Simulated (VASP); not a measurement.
All values below come from modified Becke-Johnson potential (mBJ), VASP's PBE PAW potentials (set 64) (plane waves; VASP 6.6.1).

The input files of a VASP run:

POSCAR:
```
CsPbCl3
1
    5.7312567837     0.0000000000     0.0000000000
    0.0000000000     5.7312567837     0.0000000000
    0.0000000000     0.0000000000     5.7312567837
Cs Pb Cl
1 1 3
Direct
  0.0000000000   0.0000000000   0.0000000000
  0.5000000000   0.5000000000   0.5000000000
  0.5000000000   0.0000000000   0.5000000000
  0.0000000000   0.5000000000   0.5000000000
  0.5000000000   0.5000000000   0.0000000000
```

### INCAR
```
SYSTEM = CsPbCl3
PREC = Accurate
ENCUT = 520
EDIFF = 1E-6
NELM = 200
ALGO = Normal
LREAL = .FALSE.
LASPH = .TRUE.
ISMEAR = 0
SIGMA = 0.05
METAGGA = MBJ
LMIXTAU = .TRUE.
LMAXMIX = 4
LWAVE = .FALSE.
LCHARG = .FALSE.
ISIF = 0
```

**KPOINTS_OPT**
```
k-points along high-symmetry lines
11
Line-mode
Reciprocal
  0.000000   0.000000   0.000000 ! GAMMA
  0.000000   0.500000   0.000000 ! X

  0.000000   0.500000   0.000000 ! X
  0.500000   0.500000   0.000000 ! M

  0.500000   0.500000   0.000000 ! M
  0.000000   0.000000   0.000000 ! GAMMA

  0.000000   0.000000   0.000000 ! GAMMA
  0.500000   0.500000   0.500000 ! R

  0.500000   0.500000   0.500000 ! R
  0.000000   0.500000   0.000000 ! X

  0.500000   0.500000   0.500000 ! R
  0.500000   0.500000   0.000000 ! M
```

### KPOINTS
```
Automatic mesh
0
Gamma
4 4 4
0 0 0
```

POTCAR, in this order: Cs_sv Pb_d Cl (PBE.64 set). Program: vasp_std. Read from the step before: WAVECAR.

Output

File OUTCAR:
```
 ion  position               nearest neighbor table
   1  0.000  0.000  0.000-
   2  0.500  0.500  0.500-   3 2.87   4 2.87   5 2.87   5 2.87   3 2.87   4 2.87
   3  0.500  0.000  0.500-   2 2.87   2 2.87
   4  0.000  0.500  0.500-   2 2.87   2 2.87
   5  0.500  0.500  0.000-   2 2.87   2 2.87
  LATTYP: Found a simple cubic cell.
 ALAT       =     5.7312567837
 Subroutine PRICEL returns:
 Original cell was already a primitive cell.
 Subroutine GETGRP returns: Found 48 space group operations
The static configuration has the point symmetry O_h .
The dynamic configuration has the point symmetry O_h .
 Subroutine INISYM returns: Found 48 space group operations
 Subroutine IBZKPT returns following result:
 Found     10 irreducible k-points:

 Following reciprocal coordinates:
            Coordinates               Weight
  0.000000  0.000000  0.000000      1.000000
  0.250000  0.000000  0.000000      6.000000
  0.500000  0.000000  0.000000      3.000000
  0.250000  0.250000  0.000000     12.000000
  0.500000  0.250000  0.000000     12.000000
  0.500000  0.500000  0.000000      3.000000
  0.250000  0.250000  0.250000      8.000000
  0.500000  0.250000  0.250000     12.000000
  0.500000  0.500000  0.250000      6.000000
  0.500000  0.500000  0.500000      1.000000
   k-points           NKPTS =     10   k-points in BZ     NKDIM =     10   number of bands    NBANDS=     26
   number of dos      NEDOS =    301   number of ions     NIONS =      5
   total plane-waves  NPLWV = 110592
   dimension x,y,z NGX =    48 NGY =   48 NGZ =   48
   dimension x,y,z NGXF=    96 NGYF=   96 NGZF=   96
   ions per type =               1   1   3
   PREC   = accura    normal or accurate (medium, high low for compatibility)
   ISTART =      1    job   : 0-new  1-cont  2-samecut
   ICHARG =      0    charge: 1-file 2-atom 10-const
   ISPIN  =      1    spin polarized calculation?
   LNONCOLLINEAR =      F non collinear calculations
...
```

File OSZICAR:
```
...
DAV: 119     0.174688009986E+04   -0.14469E+02   -0.41527E+02   780   0.259E+02    0.376E+02
DAV: 120     0.180790894194E+04    0.61029E+02   -0.80455E+03   520   0.105E+04    0.231E+02
DAV: 121     0.177725187361E+04   -0.30657E+02   -0.19288E+02   582   0.151E+02    0.124E+02
DAV: 122     0.176028957787E+04   -0.16962E+02   -0.17835E+02   524   0.155E+02    0.287E+02
DAV: 123     0.176887133302E+04    0.85818E+01   -0.60165E+02   840   0.548E+02    0.264E+02
DAV: 124     0.176341515984E+04   -0.54562E+01   -0.17459E+02   570   0.135E+02    0.139E+02
DAV: 125     0.176594241820E+04    0.25273E+01   -0.64241E+01   774   0.921E+01    0.138E+02
DAV: 126     0.174524715146E+04   -0.20695E+02   -0.38776E+02   618   0.249E+02    0.473E+02
DAV: 127     0.176685534612E+04    0.21608E+02   -0.10333E+02   524   0.125E+02    0.773E+01
DAV: 128     0.176170268978E+04   -0.51527E+01   -0.18573E+02   904   0.181E+02    0.264E+02
DAV: 129     0.170951387164E+04   -0.52189E+02   -0.11875E+03   520   0.444E+02    0.600E+02
DAV: 130     0.158250750456E+04   -0.12701E+03   -0.43094E+03   810   0.291E+03    0.456E+02
DAV: 131     0.177377292408E+04    0.19127E+03   -0.60586E+02   784   0.360E+02    0.550E+02
DAV: 132     0.163598128705E+04   -0.13779E+03   -0.60929E+02   792   0.379E+02    0.286E+02
DAV: 133     0.177832154278E+04    0.14234E+03   -0.76456E+02   834   0.322E+02    0.481E+01
DAV: 134     0.176599479110E+04   -0.12327E+02   -0.78380E+01   782   0.115E+02    0.160E+01
DAV: 135     0.169577612850E+04   -0.70219E+02   -0.51157E+02   572   0.302E+02    0.160E+02
DAV: 136     0.176355888691E+04    0.67783E+02   -0.45560E+02  1040   0.271E+02    0.253E+02
DAV: 137     0.175839906931E+04   -0.51598E+01   -0.10892E+02   930   0.114E+02    0.102E+02
DAV: 138     0.175147332787E+04   -0.69257E+01   -0.63852E+01   842   0.130E+02    0.188E+02
DAV: 139     0.175206904039E+04    0.59571E+00   -0.14141E+02   860   0.144E+02    0.156E+02
DAV: 140     0.174372883295E+04   -0.83402E+01   -0.12269E+02   634   0.149E+02    0.420E+02
DAV: 141     0.175095560112E+04    0.72268E+01   -0.25383E+02   664   0.159E+02    0.204E+02
DAV: 142     0.173762323222E+04   -0.13332E+02   -0.53829E+02   664   0.294E+02    0.440E+02
DAV: 143     0.169760397027E+04   -0.40019E+02   -0.20077E+02   666   0.157E+02    0.471E+02
DAV: 144     0.176035473982E+04    0.62751E+02   -0.40624E+02   796   0.207E+02    0.750E+01
DAV: 145     0.175503088783E+04   -0.53239E+01   -0.62586E+01   798   0.983E+01    0.423E+01
DAV: 146    -0.990457058726E+04   -0.11660E+05   -0.11327E+05   800   0.137E+04    0.136E+04
DAV: 147     0.165993723832E+04    0.11565E+05   -0.16797E+04   978   0.147E+03    0.157E+03
DAV: 148     0.164964209997E+04   -0.10295E+02   -0.11908E+04   572   0.126E+03    0.902E+02
DAV: 149     0.170854348343E+04    0.58901E+02   -0.23002E+03   850   0.988E+02    0.201E+02
DAV: 150     0.308052888564E+03   -0.14005E+04   -0.21560E+04   620   0.434E+03    0.957E+02
DAV: 151     0.171854160880E+04    0.14105E+04   -0.32103E+03   784   0.567E+02    0.252E+02
DAV: 152     0.177705145133E+04    0.58510E+02   -0.40879E+02   752   0.270E+02    0.232E+02
DAV: 153     0.184131349486E+04    0.64262E+02   -0.21948E+03   712   0.127E+03    0.103E+03
DAV: 154     0.182284264352E+04   -0.18471E+02   -0.46721E+02   552   0.238E+02    0.554E+02
DAV: 155     0.172510003967E+04   -0.97743E+02   -0.14616E+03   612   0.617E+02    0.620E+02
DAV: 156     0.183321648063E+04    0.10812E+03   -0.21979E+03   636   0.129E+03    0.451E+02
DAV: 157     0.178893794775E+04   -0.44279E+02   -0.30828E+02   756   0.225E+02    0.193E+02
DAV: 158     0.179807080345E+04    0.91329E+01   -0.24200E+02   740   0.179E+02    0.631E+02
DAV: 159     0.170054012998E+04   -0.97531E+02   -0.12900E+03   846   0.684E+02    0.218E+02
DAV: 160     0.177144229187E+04    0.70902E+02   -0.47305E+02   634   0.233E+02    0.470E+02
DAV: 161     0.163413637752E+04   -0.13731E+03   -0.11511E+03   520   0.515E+02    0.322E+02
DAV: 162     0.171994730247E+04    0.85811E+02   -0.44224E+02   600   0.232E+02    0.207E+02
DAV: 163     0.174192543611E+04    0.21978E+02   -0.13423E+02   788   0.170E+02    0.331E+02
DAV: 164     0.173951154524E+04   -0.24139E+01   -0.32056E+01   764   0.754E+01    0.376E+02
DAV: 165     0.173048416372E+04   -0.90274E+01   -0.26218E+01  1032   0.630E+01    0.413E+02
DAV: 166     0.171569238788E+04   -0.14792E+02   -0.14080E+02   544   0.151E+02    0.917E+01
DAV: 167     0.172612833555E+04    0.10436E+02   -0.61627E+01   698   0.928E+01    0.311E+02
DAV: 168     0.172266329000E+04   -0.34650E+01   -0.75828E+01  1034   0.145E+02    0.155E+02
DAV: 169     0.165866139923E+04   -0.64002E+02   -0.35774E+02   928   0.321E+02    0.208E+02
DAV: 170     0.173449115512E+04    0.75830E+02   -0.40467E+02   650   0.240E+02    0.360E+02
DAV: 171     0.173775525409E+04    0.32641E+01   -0.68190E+01   712   0.168E+02    0.386E+02
DAV: 172     0.173687051510E+04   -0.88474E+00   -0.18955E+01   616   0.559E+01    0.398E+02
DAV: 173     0.174041437907E+04    0.35439E+01   -0.54488E+01   536   0.133E+02    0.371E+02
DAV: 174     0.174488413091E+04    0.44698E+01   -0.91116E+01   896   0.200E+02    0.242E+02
DAV: 175     0.175354695117E+04    0.86628E+01   -0.83550E+01   520   0.182E+02    0.285E+02
DAV: 176     0.175005225684E+04   -0.34947E+01   -0.53479E+01   788   0.118E+02    0.228E+02
DAV: 177     0.167685844300E+04   -0.73194E+02   -0.64278E+02   592   0.360E+02    0.286E+02
DAV: 178     0.858122678058E+03   -0.81874E+03   -0.47225E+03   682   0.170E+03    0.727E+02
DAV: 179     0.173427103131E+04    0.87615E+03   -0.20771E+03   650   0.497E+02    0.464E+02
DAV: 180    -0.634139172526E+04   -0.80757E+04   -0.63102E+04   826   0.103E+04    0.536E+03
DAV: 181     0.189099196693E+04    0.82324E+04   -0.11663E+04   700   0.100E+03    0.106E+02
DAV: 182     0.174962759056E+04   -0.14136E+03   -0.17467E+03   836   0.358E+02    0.355E+02
DAV: 183     0.182860544953E+04    0.78978E+02   -0.10107E+03   850   0.639E+02    0.599E+02
DAV: 184     0.186245535104E+04    0.33850E+02   -0.23725E+02   746   0.178E+02    0.877E+02
DAV: 185     0.187425208077E+04    0.11797E+02   -0.73358E+02   534   0.775E+02    0.770E+02
DAV: 186     0.161040796187E+04   -0.26384E+03   -0.37955E+03   524   0.103E+03    0.498E+02
DAV: 187     0.184353605953E+04    0.23313E+03   -0.11841E+03  1040   0.385E+02    0.721E+02
DAV: 188     0.185834906851E+04    0.14813E+02   -0.19563E+02   694   0.208E+02    0.914E+02
DAV: 189     0.183691049340E+04   -0.21439E+02   -0.68467E+02   526   0.324E+02    0.175E+02
DAV: 190     0.182673149018E+04   -0.10179E+02   -0.36802E+02   540   0.278E+02    0.246E+02
DAV: 191     0.179591024040E+04   -0.30821E+02   -0.20398E+02   664   0.176E+02    0.248E+02
DAV: 192     0.175985958559E+04   -0.36051E+02   -0.33262E+02   678   0.209E+02    0.662E+02
DAV: 193     0.175576624664E+04   -0.40933E+01   -0.22551E+02   520   0.213E+02    0.237E+02
DAV: 194     0.171765847783E+04   -0.38108E+02   -0.27491E+02   548   0.217E+02    0.188E+02
DAV: 195     0.172244405562E+04    0.47856E+01   -0.18679E+02   670   0.170E+02    0.183E+02
DAV: 196     0.171739249582E+04   -0.50516E+01   -0.31047E+01   912   0.100E+02    0.142E+02
DAV: 197     0.170049294010E+04   -0.16900E+02   -0.40112E+01   646   0.810E+01    0.189E+02
DAV: 198     0.172538671973E+04    0.24894E+02   -0.14795E+02   722   0.265E+02    0.279E+02
DAV: 199     0.170966799468E+04   -0.15719E+02   -0.12607E+02   698   0.235E+02    0.130E+02
DAV: 200     0.172393849507E+04    0.14271E+02   -0.11385E+02   606   0.136E+02
   1 F= 0.17239385E+04 E0= 0.17239385E+04  d E =-.645057E-19
       N       E                     dE             ncg
       N       E                     dE             ncg
       N       E                     dE             ncg
       N       E                     dE             ncg
       N       E                     dE             ncg
       N       E                     dE             ncg
       N       E                     dE             ncg
```

**OUTCAR**
```
------------------------ aborting loop EDIFF was not reached (unconverged)  ----------------------------
  volume of cell :      188.26
      direct lattice vectors                 reciprocal lattice vectors
     5.731256784  0.000000000  0.000000000     0.174481800  0.000000000  0.000000000
     0.000000000  5.731256784  0.000000000     0.000000000  0.174481800  0.000000000
     0.000000000  0.000000000  5.731256784     0.000000000  0.000000000  0.174481800
 POSITION                                       TOTAL-FORCE (eV/Angst)
 -----------------------------------------------------------------------------------
      0.00000      0.00000      0.00000         0.000000      0.000000      0.000000
      2.86563      2.86563      2.86563         0.000000      0.000000      0.000000
      2.86563      0.00000      2.86563         0.000000      0.000000      0.000000
      0.00000      2.86563      2.86563         0.000000      0.000000      0.000000
      2.86563      2.86563      0.00000         0.000000      0.000000      0.000000
 -----------------------------------------------------------------------------------
    total drift:                                0.000000     -0.000000     -0.000000
  FREE ENERGIE OF THE ION-ELECTRON SYSTEM (eV)
  ---------------------------------------------------
  free  energy   TOTEN  =      1723.9384950693 eV

  energy  without entropy=     1723.9384950693  energy(sigma->0) =     1723.93849507

     CMBJ =    1.0000

     CMBJA=   -0.0120

     CMBJB=    1.0230

     CMBJE=    0.5000

    CMBJ =    2.0000
```
(Selected blocks of OUTCAR.)

**stdout**
```
...
DAV: 196     0.171739249582E+04   -0.50516E+01   -0.31047E+01   912   0.100E+02    0.142E+02
DAV: 197     0.170049294010E+04   -0.16900E+02   -0.40112E+01   646   0.810E+01    0.189E+02
DAV: 198     0.172538671973E+04    0.24894E+02   -0.14795E+02   722   0.265E+02    0.279E+02
DAV: 199     0.170966799468E+04   -0.15719E+02   -0.12607E+02   698   0.235E+02    0.130E+02
DAV: 200     0.172393849507E+04    0.14271E+02   -0.11385E+02   606   0.136E+02

 -----------------------------------------------------------------------------
|                                                                             |
|           W    W    AA    RRRRR   N    N  II  N    N   GGGG   !!!           |
|           W    W   A  A   R    R  NN   N  II  NN   N  G    G  !!!           |
|           W    W  A    A  R    R  N N  N  II  N N  N  G       !!!           |
|           W WW W  AAAAAA  RRRRR   N  N N  II  N  N N  G  GGG   !            |
|           WW  WW  A    A  R   R   N   NN  II  N   NN  G    G                |
|           W    W  A    A  R    R  N    N  II  N    N   GGGG   !!!           |
|                                                                             |
|     The electronic self-consistency was not achieved in the given           |
|     number of steps (NELM). The forces and other quantities evaluated       |
|     might not be reliable so examine the results carefully. If you find     |
|     spurious results, we suggest increasing NELM, if you were close to      |
|     convergence or switching to a different ALGO or adjusting the           |
|     density mixing parameters otherwise.                                    |
|                                                                             |
 -----------------------------------------------------------------------------

   1 F= 0.17239385E+04 E0= 0.17239385E+04  d E =-.645057E-19
 Start KPOINTS_OPT (optional k-point list driver)
k-point batch [1-10\66]
       N       E                     dE             ncg
k-point batch [11-20\66]
       N       E                     dE             ncg
k-point batch [21-30\66]
       N       E                     dE             ncg
k-point batch [31-40\66]
       N       E                     dE             ncg
k-point batch [41-50\66]
       N       E                     dE             ncg
k-point batch [51-60\66]
       N       E                     dE             ncg
k-point batch [61-66\66]
       N       E                     dE             ncg
```

Convergence was not reached.

mBJ is a potential without an energy functional, so only the levels count.

The compound is CsPbCl3 in the cubic perovskite structure, the ideal cubic form; the compound distorts at low or room temperature. It was relaxed first, which changed the volume by +7 %. The cell's shape comes from a PBE relaxation.
